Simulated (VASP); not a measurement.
# FeSi (P2_13) in VASP: notebook, part 2 of 2

VASP 6.6.1. Earlier steps stand in the parts before.

### Step 6. Optical spectrum, PBE

Contents of INCAR:

```
SYSTEM = FeSi
PREC = Accurate
ENCUT = 520
EDIFF = 1E-6
ISMEAR = 0
SIGMA = 0.03
LREAL = .False.
LASPH = .True.
NELM = 80
ALGO = Fast
ISIF = 2
LWAVE = .False.
LCHARG = .False.
GGA = PE
LOPTICS = .True.
NBANDS = 48
NEDOS = 1000
CSHIFT = 0.1
KPAR = 2
```

Contents of KPOINTS:

```
Automatic mesh
0
Gamma
  8 8 8
  0 0 0
```

Contents of POSCAR:

```
FeSi                                    
1.0
    4.4062665076      0.0000000000      0.0000000000
   -0.0000000000      4.4062665076      0.0000000000
    0.0000000000     -0.0000000000      4.4062665076
  Fe              Si            
     4     4
Direct
     0.1372158926830286    0.1372158926830286    0.1372158926830286
     0.3627841073169713    0.8627841073169714    0.6372158926830286
     0.6372158926830286    0.3627841073169713    0.8627841073169714
     0.8627841073169714    0.6372158926830286    0.3627841073169713
     0.8410393182158028    0.8410393182158028    0.8410393182158028
     0.6589606817841972    0.1589606817841972    0.3410393182158027
     0.3410393182158027    0.6589606817841972    0.1589606817841972
     0.1589606817841972    0.3410393182158027    0.6589606817841972
```

Potentials or basis: VASP PAW PBE potentials, release 64 (Fe, Si).

Command:

```bash
$ cat potpaw_PBE.64/Fe/POTCAR potpaw_PBE.64/Si/POTCAR > POTCAR
$ mpirun -np 2 vasp_std > vasp.out
```

OUTCAR:

```text
SYSTEM = FeSi
   PREC = Accurate
   ENCUT = 520
   EDIFF = 1E-6
   ISMEAR = 0
   LREAL = .False.
   LASPH = .True.
   NELM = 80
   ISIF = 2
   GGA = PE

 ion  position               nearest neighbor table
   1  0.137  0.137  0.137-   5 2.26   6 2.29   7 2.29   8 2.29   7 2.47   8 2.47   6 2.47   3 2.70
                             4 2.70   2 2.70   2 2.70   4 2.70   3 2.70
   2  0.363  0.863  0.637-   6 2.26   5 2.29   7 2.29   8 2.29   7 2.47   8 2.47   5 2.47   1 2.70
                             1 2.70   3 2.70   3 2.70   4 2.70   4 2.70
   3  0.637  0.363  0.863-   7 2.26   6 2.29   5 2.29   8 2.29   8 2.47   6 2.47   5 2.47   1 2.70
                             4 2.70   2 2.70   2 2.70   4 2.70   1 2.70
   4  0.863  0.637  0.363-   8 2.26   6 2.29   7 2.29   5 2.29   6 2.47   5 2.47   7 2.47   1 2.70
                             3 2.70   2 2.70   1 2.70   2 2.70   3 2.70
   5  0.841  0.841  0.841-   1 2.26   2 2.29   3 2.29   4 2.29   3 2.47   4 2.47   2 2.47   6 2.73
                             7 2.73   8 2.73   6 2.73   8 2.73   7 2.73
   6  0.659  0.159  0.341-   2 2.26   1 2.29   3 2.29   4 2.29   3 2.47   4 2.47   1 2.47   8 2.73
                             5 2.73   5 2.73   7 2.73   7 2.73   8 2.73
   7  0.341  0.659  0.159-   3 2.26   2 2.29   1 2.29   4 2.29   4 2.47   2 2.47   1 2.47   8 2.73
                             5 2.73   8 2.73   6 2.73   6 2.73   5 2.73
   8  0.159  0.341  0.659-   4 2.26   2 2.29   3 2.29   1 2.29   2 2.47   1 2.47   3 2.47   7 2.73
                             5 2.73   7 2.73   5 2.73   6 2.73   6 2.73

  LATTYP: Found a simple cubic cell.
 ALAT       =     4.4062665076

  Lattice vectors:

 A1 = (   4.4062665076,   0.0000000000,   0.0000000000)
 A2 = (   0.0000000000,   4.4062665076,   0.0000000000)
 A3 = (   0.0000000000,   0.0000000000,   4.4062665076)
[... 1172 lines left out ...]
  ---------------------------------------------------
  free  energy   TOTEN  =       -58.7314992694 eV

  energy  without entropy=      -58.7314971479  energy(sigma->0) =      -58.73149821

 electrical conductivity sigma (Mega S m-1) (frequency dependency in vasprun.xml)
  --------------------------------------------------------------------------------------
       0.000      -0.000      -0.000
      -0.000       0.000      -0.000
      -0.000      -0.000       0.000

  frequency dependent IMAGINARY DIELECTRIC FUNCTION (independent particle, no local field effects) density-density
     E(ev)      X         Y         Z        XY        YZ        ZX
  --------------------------------------------------------------------------------------------------------------
     0.00000     0.00000     0.00000     0.00000     0.00000     0.00000     0.00000
     0.34815    31.71572    31.71572    31.71572     0.00000     0.00000     0.00000
     0.69630    21.81626    21.81626    21.81626     0.00000     0.00000     0.00000
     1.04445    21.73552    21.73552    21.73552     0.00000     0.00000    -0.00000
     1.39260    16.63310    16.63310    16.63310     0.00000     0.00000     0.00000
     1.74075    19.35401    19.35401    19.35401     0.00000     0.00000    -0.00000
[... 92 lines left out ...]
    34.11866     0.00263     0.00263     0.00263     0.00000     0.00000     0.00000
    34.46681     0.00254     0.00254     0.00254     0.00000     0.00000     0.00000

  frequency dependent      REAL DIELECTRIC FUNCTION (independent particle, no local field effects) density-density
     E(ev)        X           Y           Z          XY          YZ          ZX
  --------------------------------------------------------------------------------------------------------------
     0.00000    77.00699    77.00699    77.00699     0.00000     0.00000     0.00000
     0.34815    28.89476    28.89476    28.89476    -0.00000    -0.00000    -0.00000
     0.69630    26.40336    26.40336    26.40336    -0.00000    -0.00000    -0.00000
     1.04445    18.29694    18.29694    18.29694     0.00000    -0.00000     0.00000
     1.39260    15.65095    15.65095    15.65095     0.00000    -0.00000     0.00000
     1.74075    13.91300    13.91300    13.91300     0.00000    -0.00000     0.00000
[... 92 lines left out ...]
    34.11866     0.58154     0.58154     0.58154    -0.00000     0.00000     0.00000
    34.46681     0.59054     0.59054     0.59054    -0.00000     0.00000     0.00000

  frequency dependent IMAGINARY DIELECTRIC FUNCTION (independent particle, no local field effects) current-current
     E(ev)      X         Y         Z        XY        YZ        ZX
  --------------------------------------------------------------------------------------------------------------
     0.00000   405.93711   405.93711   405.93711    -0.00000     0.00000    -0.00000
     0.34815    44.86513    44.86513    44.86513     0.00000     0.00000    -0.00000
     0.69630    28.69254    28.69254    28.69254     0.00000     0.00000    -0.00000
     1.04445    24.84735    24.84735    24.84735    -0.00000     0.00000     0.00000
     1.39260    18.66295    18.66295    18.66295     0.00000     0.00000     0.00000
     1.74075    20.78200    20.78200    20.78200     0.00000     0.00000     0.00000
[... 92 lines left out ...]
    34.11866     0.00018     0.00018     0.00018    -0.00000    -0.00000     0.00000
    34.46681     0.00017     0.00017     0.00017    -0.00000    -0.00000     0.00000

  frequency dependent      REAL DIELECTRIC FUNCTION (independent particle, no local field effects) current-current
     E(ev)        X           Y           Z          XY          YZ          ZX
  --------------------------------------------------------------------------------------------------------------
     0.00000    42.77315    42.77315    42.77315    -0.00000     0.00000    -0.00000
     0.34815    14.48061    14.48061    14.48061     0.00000    -0.00000     0.00000
     0.69630    21.14452    21.14452    21.14452    -0.00000    -0.00000     0.00000
     1.04445    14.64766    14.64766    14.64766    -0.00000    -0.00000     0.00000
     1.39260    13.57951    13.57951    13.57951    -0.00000    -0.00000    -0.00000
     1.74075    11.88001    11.88001    11.88001    -0.00000    -0.00000    -0.00000
[... 92 lines left out ...]
    34.11866     0.58216     0.58216     0.58216    -0.00000     0.00000     0.00000
    34.46681     0.59115     0.59115     0.59115    -0.00000     0.00000     0.00000
```

OSZICAR:

```text
N       E                     dE             d eps       ncg     rms          rms(c)
DAV:   1     0.345623895005E+03    0.34562E+03   -0.18233E+04  4320   0.112E+03
DAV:   2    -0.343095494934E+02   -0.37993E+03   -0.34275E+03  4336   0.281E+02
DAV:   3    -0.655149249957E+02   -0.31205E+02   -0.27608E+02  4944   0.923E+01
DAV:   4    -0.665388323634E+02   -0.10239E+01   -0.10137E+01  5344   0.167E+01
DAV:   5    -0.665678160210E+02   -0.28984E-01   -0.28972E-01  5272   0.242E+00    0.330E+01
RMM:   6    -0.706152129135E+02   -0.40474E+01   -0.60462E+01  4933   0.572E+01    0.308E+01
RMM:   7    -0.591811824278E+02    0.11434E+02   -0.16181E+01  4362   0.307E+01    0.909E+00
RMM:   8    -0.587571707078E+02    0.42401E+00   -0.34308E-01  5039   0.341E+00    0.268E+00
RMM:   9    -0.587782638391E+02   -0.21093E-01   -0.21920E-01  4945   0.223E+00    0.209E+00
RMM:  10    -0.587288909051E+02    0.49373E-01   -0.94652E-02  5239   0.216E+00    0.554E-01
RMM:  11    -0.587312233469E+02   -0.23324E-02   -0.21327E-02  5837   0.668E-01    0.199E-01
RMM:  12    -0.587315761803E+02   -0.35283E-03   -0.36070E-03  5651   0.355E-01    0.226E-01
RMM:  13    -0.587314641354E+02    0.11204E-03   -0.16015E-03  5372   0.229E-01    0.927E-02
RMM:  14    -0.587314968050E+02   -0.32670E-04   -0.48562E-04  6439   0.827E-02    0.231E-02
RMM:  15    -0.587315010590E+02   -0.42540E-05   -0.19078E-05  5510   0.227E-02    0.585E-02
RMM:  16    -0.587314992853E+02    0.17737E-05   -0.87675E-06  4990   0.219E-02    0.101E-02
RMM:  17    -0.587314992694E+02    0.15820E-07   -0.20142E-06  3936   0.687E-03
   1 F= -.58731499E+02 E0= -.58731498E+02  d E =-.212159E-05
 imaginary and real dielectric function
```

stdout:

```text
POSCAR found type information on POSCAR FeSi
 POSCAR found :  2 types and       8 ions
 scaLAPACK will be used
 LDA part: xc-table for (Slater+PW92), standard interpolation
 POSCAR, INCAR and KPOINTS ok, starting setup
 FFT: planning ... GRIDC
 FFT: planning ... GRID_SOFT
 FFT: planning ... GRID
 WAVECAR not read
 entering main loop
 optical routines
 imaginary and real dielectric function
 recalculating local potential from charge density
 direction            1
 direction            2
 direction            3
```

Run time: 61 s. Hardware: 2 MPI ranks of Intel Xeon 6975P-C (Granite Rapids), shared host; peak memory 0.46 GiB.

Results:

- Free energy: -58.7315 eV
- Pressure: 6.8 GPa
- Largest force: 0.036 eV/Å
- Band gap on the k mesh: 0.16 eV, indirect (least direct gap 0.17 eV)

Forces in eV/Å, atoms in the order of the input:
```
Fe   0.021  0.021  0.021
Fe  -0.021 -0.021  0.021
Fe   0.021 -0.021 -0.021
Fe  -0.021  0.021 -0.021
Si   0.019  0.019  0.019
Si  -0.019 -0.019  0.019
Si   0.019 -0.019 -0.019
Si  -0.019  0.019 -0.019
```

Levels at points of the mesh, in eV from the valence-band top:
```
           k point  band 22  band 23  band 24  band 25  band 26  band 27
(0.00, 0.00, 0.00)    -0.30    -0.05    -0.05     0.69     0.69     0.69
(0.50, 0.00, 0.00)    -0.40    -0.01    -0.01     0.20     0.20     1.78
(0.50, 0.50, 0.00)    -1.05    -0.37    -0.37     0.66     0.66     1.35
(0.50, 0.50, 0.50)    -0.70    -0.70    -0.70     0.51     0.51     0.51
```

Dielectric function (mean over the directions given):
```csv
energy (eV),real part,imaginary part
0.28,36.79,40.21
0.77,25.79,22.62
1.25,13.79,19.44
1.74,13.91,19.35
2.30,9.61,16.83
2.79,6.03,13.31
3.27,6.38,10.33
3.76,8.65,11.91
4.32,6.87,11.07
4.80,6.75,12.24
5.29,5.62,13.91
5.78,3.89,13.58
6.34,2.52,14.74
6.82,-1.47,15.58
7.31,-3.91,12.93
7.80,-5.41,10.94
8.36,-5.19,7.97
8.84,-5.11,6.23
9.33,-4.33,5.45
9.82,-4.63,4.80
10.37,-3.85,3.52
10.86,-3.38,3.50
11.35,-3.51,3.04
11.84,-3.11,2.57
12.39,-2.81,2.32
12.88,-2.72,2.11
13.37,-2.71,1.81
13.86,-2.56,1.51
14.41,-2.51,1.28
14.90,-2.28,0.87
15.39,-2.01,0.64
15.88,-1.79,0.51
16.43,-1.48,0.33
16.92,-1.32,0.25
17.41,-1.11,0.20
17.89,-0.96,0.15
18.45,-0.80,0.11
18.94,-0.67,0.10
19.43,-0.55,0.08
19.98,-0.45,0.06
```

Caveat: independent-particle spectra lack excitons.

### Step 7. The runs side by side

```tsv
task	level	potentials or basis	gap on the mesh (eV)	pressure (GPa)	largest force (eV/Å)
band structure	PBE	VASP PAW PBE potentials, release 64 (Fe, Si)	0.16	6.9	0.04
band structure	LDA	VASP PAW LDA potentials, release 64 (Fe, Si)	0.12	-5.6	0.09
band structure	r2SCAN	VASP PAW PBE potentials, release 64 (Fe, Si)	0.32	-0.3	0.03
band structure	TB-mBJ	VASP PAW PBE potentials, release 64 (Fe, Si)	0.37	-	-
optical spectrum	PBE	VASP PAW PBE potentials, release 64 (Fe, Si)	0.16	6.8	0.04
```

Alike in all rows: no spin polarisation; cell as given; k mesh 8 × 8 × 8; cutoff (eV) 520; smearing gaussian 0.03 eV.

Caveats: the PAW data sets were made with another functional, which shifts forces and pressure a little (some runs); independent-particle spectra lack excitons (some runs).

Total energies depend on the potentials used, so only differences within one code and one set of settings carry meaning.
